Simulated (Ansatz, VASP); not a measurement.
# B4C: VASP beside Ansatz

One calculation is typed for both programs; each brings its own data sets. How far apart do they land? The cell is taken from a series of runs on this material, whose earlier steps may have relaxed, scaled, displaced or heated it; both programs get it as it stands.

Program: Ansatz 0.2.0. Level of theory: plane waves, with VASP 6.6.1 beside it; LDA. Results are calculated unless marked as measured.

## (1) Starting point

The structure is trigonal, space group R-3m (No. 166). Conventional cell: a = 5.634 Å, b = 5.634 Å, c = 12.077 Å, α = 90.00°, β = 90.00°, γ = 120.00°. Nearest to B lie 1 C at 1.66 Å and 5 B at 1.75 to 1.79 Å. B has 6 B at 1.71 to 1.83 Å nearest. Nearest to C lie 1 C at 1.33 Å and 3 B at 1.66 Å. Nearest to C lie 2 C at 1.33 Å. Farther neighbours are not listed.

## (2) Ansatz: single point, LDA

Ansatz runs on its PAW soft_1 files.

A single point takes one fixed geometry, so differences don't come from the geometry; what else differs is listed under the comparison.

Input file input.yaml:

```yaml
crystal:
  lattice:
    - [2.8167559445, 1.6262548028, 4.02581659]
    - [-2.8167559445, 1.6262548028, 4.02581659]
    - [0.0, -3.2525096056, 4.02581659]
  atoms:
    - { symbol: B, position: [0.30861965, 0.80644137, 0.80644137] }
    - { symbol: B, position: [0.80644137, 0.80644137, 0.30861965] }
    - { symbol: B, position: [0.80644137, 0.30861965, 0.80644137] }
    - { symbol: B, position: [0.69138035, 0.19355863, 0.19355863] }
    - { symbol: B, position: [0.19355863, 0.19355863, 0.69138035] }
    - { symbol: B, position: [0.19355863, 0.69138035, 0.19355863] }
    - { symbol: B, position: [0.67011697, 0.99407128, 0.99407128] }
    - { symbol: B, position: [0.99407128, 0.99407128, 0.67011697] }
    - { symbol: B, position: [0.99407128, 0.67011697, 0.99407128] }
    - { symbol: B, position: [0.32988303, 0.00592872, 0.00592872] }
    - { symbol: B, position: [0.00592872, 0.00592872, 0.32988303] }
    - { symbol: B, position: [0.00592872, 0.32988303, 0.00592872] }
    - { symbol: C, position: [0.60986435, 0.60986435, 0.60986435] }
    - { symbol: C, position: [0.39013565, 0.39013565, 0.39013565] }
    - { symbol: C, position: [0.5, 0.5, 0.5] }
kpoints:
  mp_grid: { grid: [6, 6, 6] }
  band_path:
    path:
      - [[0.0, 0.0, 0.0], [0.5, 0.5, 0.5], [0.72454609, 0.27545391, 0.5]]
      - [[0.5, -0.27545391, 0.27545391], [0.5, 0.0, 0.0], [0.0, 0.0, 0.0], [0.38772695, -0.38772695, 0.0]]
      - [[0.61227305, 0.0, 0.38772695], [0.5, 0.0, 0.5], [0.0, 0.0, 0.0]]
    npoints: 10
hamiltonian:
  xc: lda
  pseudopotentials: { kind: paw, azcp: { folder: soft_1 }, xc_functional: pbe }
scf:
  occupations: { method: fermi_dirac, width: 0.02 }
  n_extra_bands: 9
output:
  eigenvalues: true
  write_density: true
  write_potential: true
  elf: true
  volumetric_format: npy
```

Started as:

```console
ansatz run input.yaml --threads 4 --pin off --max-ram 138240MiB --backend cuda --events-out ev --progress --plain --runs-dir out --devices 1 --max-vram 26GiB
```

Numbers of over 12 decimals in the logs are rounded to 6 here.

Output:

```text
scf.n_extra_bands = 9 over 24 filled bands (N_el = 48.0): the run solves 33 bands
GPUs: using 1 of 1 available (devices: 1).
Engine: ansatz 0.2.0, x86_64-unknown-linux-gnu
Pseudopotentials: kind: paw
Pseudopotential: B, paw, valence charge 3, recommended cutoff 420 eV (normal), soft_1/B.paw.azcp
Pseudopotential: C, paw, valence charge 4, recommended cutoff 420 eV (normal), soft_1/C.paw.azcp
Functional definition: SPW92
  exchange = slater_x
  correlation = pw_c
device memory: the entry about to start is reckoned to put 2.0 GiB on a device that reports 72.7 GiB free (of which the cap on the GPU budget leaves the run 26.0 GiB)
GPU FFT provider: cuFFT
GPU libraries: cuBLAS 13.8.2, cuFFT 12.4.0, cuSOLVER 12.3.4
Crystal: 15 atoms, lattice volume = 110.648 Å³
Basis set: ecut = 420 eV, 2185 PW (Γ)
Bands: 33, of which v1, the nominal top of the filled ones, is band 24 counted from 1 (23 counted from 0)
Symmetry: 12 space group operations
Space group: R-3m (ITA 166), of the structure as read, at distance tolerance 4.8e-5 Å
k-points: 32 of 216
Non-local potential: B, projectors of the file, l = 0: 2, l = 1: 2, l = 2: 1
Non-local potential: C, projectors of the file, l = 0: 2, l = 1: 2, l = 2: 1
PAW form: soft (Blöchl's): semilocal exchange-correlation on the pseudo side does not see the compensation charge
PAW frozen core: B, regenerated for the run's functional, and the local potential with it (the file was generated under x = pbe(κ = 0.804, μ = 0.219515), c = pbe(β = 0.066725))
PAW frozen core: C, regenerated for the run's functional, and the local potential with it (the file was generated under x = pbe(κ = 0.804, μ = 0.219515), c = pbe(β = 0.066725))
PAW one-centre angular grid: B, 110 points (default); XC on 64 Gauss nodes
PAW one-centre angular grid: C, 110 points (default); XC on 64 Gauss nodes
Initial density: superposition of atomic densities (chi_scale 0.1, normalization cell, long waves kept (reshape's long-wave potential 0.16 eV rms))
Initial wavefunctions: pseudopotential atomic-orbital guess
GPU buffer pool allocated for 46656 grid points (all kernels)
GPU transforms: local potential and band sums: pruned to the plane-wave sphere, on 36×36×36
Functional: x = slater, c = lda
SCF iter   1: F=—  HF=-2535.782197 eV  |F-HF|=—  |Δ(HF+E_count)|=         —  Δρ=1.17e-1  dr2=2.48e1  ethr=3.10e-3  ⟨swp⟩=6.7  Hψ=5541  notcnv=0
preconditioner: auto → Resta (q_TF=auto, 2.374 Å⁻¹)  ε∞=5.1  [insulator: Δε(μ)=4.290 eV  Ē_g=12.133 eV  σ=0.020 eV  W_gap=1.00  n_scr=20 (ndim 8)  ℏωp=24.5 eV  f_vac=0.000  D(μ)=0.00/eV (n_scr^D=0)  ε∞_Penn≈5.1]
SCF iter   2: F=—  HF=-2529.029248 eV  |F-HF|=—  |Δ(HF+E_count)|=    6.75e0  Δρ=5.83e-2  dr2=6.07e0  ethr=3.10e-3  ⟨swp⟩=3.4  Hψ=2550  notcnv=0  defer=64
SCF iter   3: F=—  HF=-2526.734938 eV  |F-HF|=—  |Δ(HF+E_count)|=    2.29e0  Δρ=1.22e-2  dr2=2.08e-1  ethr=3.10e-3  ⟨swp⟩=3.0  Hψ=2521  notcnv=0  defer=64
SCF iter   4: F=—  HF=-2526.681594 eV  |F-HF|=—  |Δ(HF+E_count)|=   5.33e-2  Δρ=4.29e-3  dr2=1.71e-2  ethr=4.32e-4  ⟨swp⟩=2.0  Hψ=2304  notcnv=0  defer=64
SCF iter   5: F=—  HF=-2526.681382 eV  |F-HF|=—  |Δ(HF+E_count)|=   2.12e-4  Δρ=1.02e-3  dr2=1.53e-3  ethr=3.56e-5  ⟨swp⟩=2.0  Hψ=1984  notcnv=0  defer=64
SCF iter   6: F=—  HF=-2526.681235 eV  |F-HF|=—  |Δ(HF+E_count)|=   1.47e-4  Δρ=2.35e-4  dr2=7.26e-5  ethr=3.19e-6  ⟨swp⟩=2.0  Hψ=1713  notcnv=0  defer=64
SCF iter   7: F=—  HF=-2526.681276 eV  |F-HF|=—  |Δ(HF+E_count)|=   4.15e-5  Δρ=4.15e-5  dr2=2.29e-6  ethr=1.51e-7  ⟨swp⟩=2.4  Hψ=1841  notcnv=0  defer=64
SCF iter   8: F=-2526.681277 eV  HF=-2526.681277 eV  |F-HF|=3.30e-8  |Δ(HF+E_count)|=   1.39e-7  Δρ=7.61e-6  dr2=8.76e-8  ethr=2.08e-10  ⟨swp⟩=10.2  Hψ=5072  notcnv=0
SCF 1 converged in 8 iterations: F = -2526.681277 eV  dr2 = 8.76e-8
  greatest PAW one-centre occupation: 0.729 electrons in one spin orbital (limit 2), on the C atom at site 14 (counted from 0), in its partial waves of l = 0
device memory: the entry about to start is reckoned to put 3.9 GiB on a device that reports 70.0 GiB free (of which the cap on the GPU budget leaves the run 26.0 GiB)
NSCF: frozen V_eff on 73 k-points, pencils in batches of 32, up to order 148
SCF converged after 8 iterations
Free energy (F): -2526.681277 eV
Harris-Foulkes:  -2526.681277 eV  (|F-HF|=3.30e-8)
Internal energy: -2526.681277 eV  (E = F + TS)
E sigma→0 (E₀):  -2526.681277 eV
Fermi energy:    8.534378 eV
--- Per-component energies (eV) ---
  E_band       = 74.799701
  E_kinetic    = 867.534236
  E_local      = -663.384832  (includes V_loc(G=0)·N_el)
  E_nonlocal   = 174.653356
  E_hartree    = 198.041306
  E_xc         = -533.618607
  E_vxc        = -637.719191  (∫ρ·V_xc dr)
  E_paw        = -1143.574390  (= ΣΔE_a)
  E_vpaw       = -62.365330  (= ΣTr[D̂ρ^β])
  E_aug_tail   = 0.000147  (compensation charges beyond the density's cutoff)
  E_ewald      = -1427.071001
  E_core_change = 0.738509  (= ΣΔE_core)
  E_smearing   = -0.000000  (= −TS)
  E_closure    = -0.000000  (closes the sum)
  Σ components = -2526.681277   (vs F -2526.681277, Δ=0.00e0)
--- Band table (eV; the first three rows and the last of 32) ---
  k-point 0: bands = [... 20 lower, 6.7651, 6.7651, 7.7188, 7.7188, 10.1994, 10.1994, 12.7558, 13.5410, ... 5 higher]
  k-point 1: bands = [... 20 lower, 6.3728, 6.7189, 7.3242, 7.7472, 9.9391, 10.2433, 13.1148, 13.3487, ... 5 higher]
  k-point 2: bands = [... 20 lower, 6.0732, 6.5277, 6.6178, 7.7711, 9.4805, 10.1445, 12.6239, 13.5527, ... 5 higher]
  k-point 31: bands = [... 20 lower, 6.4755, 7.0505, 7.0505, 7.3865, 9.6190, 9.6190, 12.0263, 12.2867, ... 5 higher]
```

## (3) VASP: single point, LDA

The same cell, functional (in two slightly different forms), mesh and smearing now go to VASP, with its own data sets.

Lines of VASP's logs that name or quote its potential files are left out, and so is its time.

Input file INCAR:

```
SYSTEM = B4C
PREC = Accurate
ENCUT = 520
EDIFF = 1E-06
NELM = 120
ISMEAR = -1
SIGMA = 0.02
LREAL = .FALSE.
ALGO = Normal
GGA = PW92
NBANDS = 39
LORBIT = 11
LWAVE = .FALSE.
LCHARG = .FALSE.
ISIF = 2
LASPH = .TRUE.
GGA_COMPAT = .FALSE.
EFERMI = MIDGAP
KPAR = 4
```

Input file POSCAR:

```
B4C
1.0
    2.8167559445      1.6262548028      4.0258165900
   -2.8167559445      1.6262548028      4.0258165900
    0.0000000000     -3.2525096056      4.0258165900
B C
12 3
Direct
    0.3086196500      0.8064413700      0.8064413700
    0.8064413700      0.8064413700      0.3086196500
    0.8064413700      0.3086196500      0.8064413700
    0.6913803500      0.1935586300      0.1935586300
    0.1935586300      0.1935586300      0.6913803500
    0.1935586300      0.6913803500      0.1935586300
    0.6701169700      0.9940712800      0.9940712800
    0.9940712800      0.9940712800      0.6701169700
    0.9940712800      0.6701169700      0.9940712800
    0.3298830300      0.0059287200      0.0059287200
    0.0059287200      0.0059287200      0.3298830300
    0.0059287200      0.3298830300      0.0059287200
    0.6098643500      0.6098643500      0.6098643500
    0.3901356500      0.3901356500      0.3901356500
    0.5000000000      0.5000000000      0.5000000000
```

Input file KPOINTS:

```
Automatic mesh
0
Gamma
6 6 6
0 0 0
```

The projector-augmented-wave data sets are B and C (LDA family, release 64).

Started as:

```console
mpirun -np 4 vasp_std
```

Output:

```text
[banner, memory and clock lines left out]
running    4 mpi-ranks, on    1 nodes
 distrk:  each k-point on    1 cores,    4 groups
 distr:  one band on    1 cores,    1 groups

 POSCAR found type information on POSCAR B C
 POSCAR found :  2 types and      15 ions
|                                                                             |
|               ----> ADVICE to this user running VASP <----                  |
|                                                                             |
|     You enforced a specific xc type in the INCAR file but a different       |
|     [... a line on the potential file left out ...]
|     I HOPE YOU KNOW WHAT YOU ARE DOING!                                     |
|                                                                             |

 LDA part: xc-table for (Slater(with rela. corr.)+PW92), standard interpolation
 POSCAR, INCAR and KPOINTS ok, starting setup
 FFT: planning ... GRIDC
 FFT: planning ... GRID_SOFT
 FFT: planning ... GRID
 WAVECAR not read
 entering main loop
       N       E                     dE             d eps       ncg     rms          rms(c)
DAV:   1     0.997360077183E+02    0.99736E+02   -0.22344E+04  2496   0.113E+03
DAV:   2    -0.118740408221E+03   -0.21848E+03   -0.20293E+03  3212   0.231E+02
DAV:   3    -0.128312875615E+03   -0.95725E+01   -0.94677E+01  3289   0.430E+01
DAV:   4    -0.128430042737E+03   -0.11717E+00   -0.11698E+00  3200   0.518E+00
DAV:   5    -0.128432136281E+03   -0.20935E-02   -0.20930E-02  3151   0.682E-01    0.138E+01
DAV:   6    -0.122046990416E+03    0.63851E+01   -0.65113E+00  3076   0.116E+01    0.714E+00
DAV:   7    -0.120569952475E+03    0.14770E+01   -0.29643E+00  3105   0.725E+00    0.267E+00
DAV:   8    -0.120471505469E+03    0.98447E-01   -0.36629E-01  3083   0.263E+00    0.894E-01
DAV:   9    -0.120466395444E+03    0.51100E-02   -0.20124E-02  3106   0.698E-01    0.263E-01
DAV:  10    -0.120466411504E+03   -0.16060E-04   -0.23788E-03  3094   0.249E-01    0.651E-02
DAV:  11    -0.120466365165E+03    0.46340E-04   -0.38012E-04  3080   0.107E-01    0.224E-02
DAV:  12    -0.120466370489E+03   -0.53247E-05   -0.68743E-05  2964   0.368E-02    0.104E-02
DAV:  13    -0.120466369148E+03    0.13418E-05   -0.57506E-06  3056   0.167E-02    0.344E-03
DAV:  14    -0.120466369383E+03   -0.23562E-06   -0.24003E-06  2437   0.688E-03
   1 F= -.12046637E+03 E0= -.12046637E+03  d E =-.116264E-17
```

OUTCAR, selected parts (step 3):

```text
ion  position               nearest neighbor table
   1  0.309  0.806  0.806-  13 1.66   5 1.75   6 1.75   8 1.78   9 1.78  10 1.79
   2  0.806  0.806  0.309-  13 1.66   6 1.75   4 1.75   9 1.78   7 1.78  11 1.79
   3  0.806  0.309  0.806-  13 1.66   5 1.75   4 1.75   8 1.78   7 1.78  12 1.79
   4  0.691  0.194  0.194-  14 1.66   2 1.75   3 1.75  11 1.78  12 1.78   7 1.79
   5  0.194  0.194  0.691-  14 1.66   3 1.75   1 1.75  12 1.78  10 1.78   8 1.79
   6  0.194  0.691  0.194-  14 1.66   2 1.75   1 1.75  11 1.78  10 1.78   9 1.79
   7  0.670  0.994  0.994-  10 1.71   2 1.78   3 1.78   4 1.79   9 1.83   8 1.83
   8  0.994  0.994  0.670-  11 1.71   3 1.78   1 1.78   5 1.79   9 1.83   7 1.83
   9  0.994  0.670  0.994-  12 1.71   2 1.78   1 1.78   6 1.79   7 1.83   8 1.83
  10  0.330  0.006  0.006-   7 1.71   5 1.78   6 1.78   1 1.79  12 1.83  11 1.83
  11  0.006  0.006  0.330-   8 1.71   6 1.78   4 1.78   2 1.79  10 1.83  12 1.83
  12  0.006  0.330  0.006-   9 1.71   5 1.78   4 1.78   3 1.79  10 1.83  11 1.83
  13  0.610  0.610  0.610-  15 1.33   3 1.66   1 1.66   2 1.66
  14  0.390  0.390  0.390-  15 1.33   6 1.66   4 1.66   5 1.66
  15  0.500  0.500  0.500-  13 1.33  14 1.33

  LATTYP: Found a trigonal (rhomboedric) cell.
 ALAT       =     5.1755210318
 COS(alpha) =     0.4075928669

 Subroutine GETGRP returns: Found 12 space group operations
 (whereof 12 operations were pure point group operations)

The static configuration has the point symmetry D_3d.

 Found     32 irreducible k-points:

   k-points           NKPTS =     32   k-points in BZ     NKDIM =     32   number of bands    NBANDS=     39

   dimension x,y,z NGX =    40 NGY =   40 NGZ =   40
   dimension x,y,z NGXF=    80 NGYF=   80 NGZF=   80

   ENCUT  =  520.0 eV  38.22 Ry    6.18 a.u.   9.62  9.62  9.62*2*pi/ulx,y,z

   NELECT =      48.0000    total number of electrons

 k-points in reciprocal lattice and weights: Automatic mesh
   0.00000000  0.00000000  0.00000000       0.005
   0.16666667 -0.00000000  0.00000000       0.028
   0.33333333 -0.00000000  0.00000000       0.028
   0.50000000 -0.00000000  0.00000000       0.014
   0.16666667  0.16666667  0.00000000       0.028
   0.33333333  0.16666667  0.00000000       0.056
   0.50000000  0.16666667  0.00000000       0.056
  -0.33333333  0.16666667 -0.00000000       0.056
  -0.16666667  0.16666667  0.00000000       0.028
[...]
-0.33333333  0.50000000  0.33333333       0.028
   0.50000000  0.50000000  0.50000000       0.005

 average (electrostatic) potential at core
       1 -31.6121       2 -31.6121       3 -31.6121       4 -31.6121       5 -31.6121
       6 -31.6121       7 -30.7798       8 -30.7798       9 -30.7798      10 -30.7798
      11 -30.7798      12 -30.7798      13 -53.3752      14 -53.3752      15 -55.9814

 E-fermi :   5.7824

 k-point     1 :       0.0000    0.0000    0.0000
  band No.  band energies     occupation
    ...
     20       3.2909      2.00000
     21       4.0191      2.00000
     22       4.0191      2.00000
     23       4.9743      2.00000
     24       4.9743      2.00000
     25       7.4607      0.00000
     26       7.4607      0.00000
     27      10.0103      0.00000
     28      10.7945      0.00000
     29      10.7945      0.00000
    ...

 k-point     2 :       0.1667   -0.0000    0.0000
  band No.  band energies     occupation
    ...
     20       3.5763      2.00000
     21       3.6276      2.00000
     22       3.9733      2.00000
     23       4.5798      2.00000
     24       5.0026      2.00000
     25       7.1991      0.00000
     26       7.5047      0.00000
     27      10.3704      0.00000
     28      10.6027      0.00000
     29      11.2232      0.00000
    ...

 k-point     3 :       0.3333   -0.0000    0.0000
  band No.  band energies     occupation
    ...
     20       2.6979      2.00000
     21       3.3292      2.00000
     22       3.7839      2.00000
     23       3.8726      2.00000
     24       5.0265      2.00000
     25       6.7390      0.00000
     26       7.4057      0.00000
     27       9.8783      0.00000
     28      10.8081      0.00000
     29      11.0382      0.00000
    ...

  Total       -5.0012711     -5.0012711     -4.7009667      0.0000000      0.0000000      0.0000000
  in kB      -72.4182343    -72.4182343    -68.0698364      0.0000000      0.0000000      0.0000000
  external PRESSURE =     -70.9687683 kB  Pullay stress =       0.0000000 kB

  energy-cutoff  :      520.00
  volume of cell :      110.65
      direct lattice vectors                 reciprocal lattice vectors
     2.816755945  1.626254803  4.025816590     0.177509167  0.102484965  0.082798937
    -2.816755945  1.626254803  4.025816590    -0.177509167  0.102484965  0.082798937
     0.000000000 -3.252509606  4.025816590     0.000000000 -0.204969930  0.082798937

 POSITION                                       TOTAL-FORCE (eV/Angst)
 -----------------------------------------------------------------------------------
     -1.40224     -0.80958      7.73562        -0.048386     -0.027936     -0.009356
      0.00000      1.61917      7.73562        -0.000000      0.055872     -0.009356
      1.40224     -0.80958      7.73562         0.048386     -0.027936     -0.009356
      1.40224      0.80958      4.34183         0.048386      0.027936      0.009356
      0.00000     -1.61917      4.34183        -0.000000     -0.055872      0.009356
     -1.40224      0.80958      4.34183        -0.048386      0.027936      0.009356
     -0.91250     -0.52683     10.70167         0.101012      0.058319      0.160750
      0.00000      1.05366     10.70167        -0.000000     -0.116639      0.160750
      0.91250     -0.52683     10.70167        -0.101012      0.058319      0.160750
      0.91250      0.52683      1.37578        -0.101012     -0.058319     -0.160750
      0.00000     -1.05366      1.37578        -0.000000      0.116639     -0.160750
     -0.91250      0.52683      1.37578         0.101012     -0.058319     -0.160750
      0.00000      0.00000      7.36561        -0.000000     -0.000000     -0.016629
      0.00000      0.00000      4.71184        -0.000000     -0.000000      0.016629
      0.00000      0.00000      6.03872        -0.000000      0.000000     -0.000000
 -----------------------------------------------------------------------------------
    total drift:                                0.000000      0.000000     -0.000000

  FREE ENERGIE OF THE ION-ELECTRON SYSTEM (eV)
  ---------------------------------------------------
  free  energy   TOTEN  =      -120.4663693832 eV

  energy  without entropy=     -120.4663693832  energy(sigma->0) =     -120.46636938

 total charge
# of ion       s       p       d       tot
------------------------------------------
    1        0.673   1.383   0.000   2.056
    2        0.673   1.383   0.000   2.056
    3        0.673   1.383   0.000   2.056
    4        0.673   1.383   0.000   2.056
    5        0.673   1.383   0.000   2.056
    6        0.673   1.383   0.000   2.056
    7        0.683   1.360   0.000   2.042
    8        0.683   1.360   0.000   2.042
    9        0.683   1.360   0.000   2.042
   10        0.683   1.360   0.000   2.042
   11        0.683   1.360   0.000   2.042
   12        0.683   1.360   0.000   2.042
   13        0.846   1.796   0.000   2.641
   14        0.846   1.796   0.000   2.641
   15        0.967   1.562   0.000   2.529
--------------------------------------------------
tot         10.792  21.611   0.000  32.403

[... 3 further parts left out ...]
```

The run ends at a pressure of -7.10 GPa, with forces up to 0.20 eV/Å.

## (4) Differences

Known differences besides the potentials themselves: the cutoff is 420 eV in Ansatz and 520 eV in VASP; VASP's log shows a relativistic correction to its local exchange, Ansatz's none. Total energies have different zeros and are not compared.

The two programs side by side:

```csv
quantity,Ansatz,VASP,difference
gap on the k mesh (eV),1.509,1.512,-0.003
```

A gap on the mesh is an upper bound, since the band edges may lie between its points.

## (5) Results

```
difference in gap on the k mesh (single point, LDA) : -0.0027 eV
```

In words: The difference in gap on the k mesh is -0.0027 eV (single point, LDA), within the 0.08 eV picked in this series as the mark of a large difference. How closely two codes agree says nothing of how well the functional describes the real material.

[Lines on the potential files, build, host, timing and source positions are cut from VASP's logs without a mark.]

[Logs are printed without paths, hosts, clocks, repeated set-up lines and the standing remarks that a program may print on its own settings, such as how far it seeks lower states.]

[Hosts, paths, dates, database ids (printed as entryN), source tags and the programs' standing remarks are cut or masked in the printed files.]
